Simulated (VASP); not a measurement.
Input:

```
CELL_PARAMETERS angstrom
      2.54304     0.00000     0.00000
      0.00000     2.54304     0.00000
      0.00000     0.00000     2.54304
ATOMIC_POSITIONS crystal
  Ir 0.00000 0.00000 0.00000
```

Computed with PBEsol GGA, VASP's PBE PAW potentials (set 64) (plane waves; VASP). Run with 400 eV cut-off, 13×13×13 Γ-centred mesh, first-order Methfessel-Paxton smearing of 0.10 eV, potentials Ir.

Unless said otherwise, spin-orbit coupling is left out, though it shifts the bands of the heavy elements here.

### Question
Estimate the energy per atom (σ→0), band gap (on the k-mesh) with the smallest direct gap where there is one.

### Answer

- band gap (on the k-mesh) = none (metal, semimetal or under 0.01 eV)
- energy per atom (σ→0) = -8.723 eV/atom

Total energies compare only between runs with the same potentials, cut-off and functional.

The structure was generated: Ir was put into the simple-cubic type (Pm-3m), which need not be its known phase. It was relaxed first. The start is the result of an earlier pass.
